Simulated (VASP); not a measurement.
Runs of VASP 6.6.1 on Lu3Si. It takes space group Pm-3m (No. 221, cubic). The conventional cell has a = 4.541 Å, b = 4.541 Å, c = 4.541 Å, α = 90.00°, β = 90.00°, γ = 90.00°. Lu (site symmetry 4/mmm) has 8 Lu at 3.21 Å and 4 Si at 3.21 Å as nearest neighbours. Around Si (site symmetry m-3m) lie 12 Lu at 3.21 Å. The cell comes from a database or a generator and needn't be the stable form of this composition.

```csv
smearing,gap on the mesh (eV),pressure (GPa)
gaussian 0.05 eV,none,-0.7
gaussian 0.2 eV,none,-3.6
gaussian 0.1 eV,none,-0.7
gaussian 0.3 eV,none,(a)
```

Alike in all rows: task single point; level PBE; potentials or basis VASP PAW PBE potentials, release 64 (Lu, Si); no spin polarisation; cell as given; k mesh 5 × 5 × 5, shifted; cutoff (eV) 520.

Question: Fill in the values left out.

Answer: (a) -0.5.

A k mesh can miss the band edges, and the runs leave out spin-orbit coupling on Lu.

A gap of «none» marks a metal or a gap under the smearing width.

Not every run made on this cell is shown here.
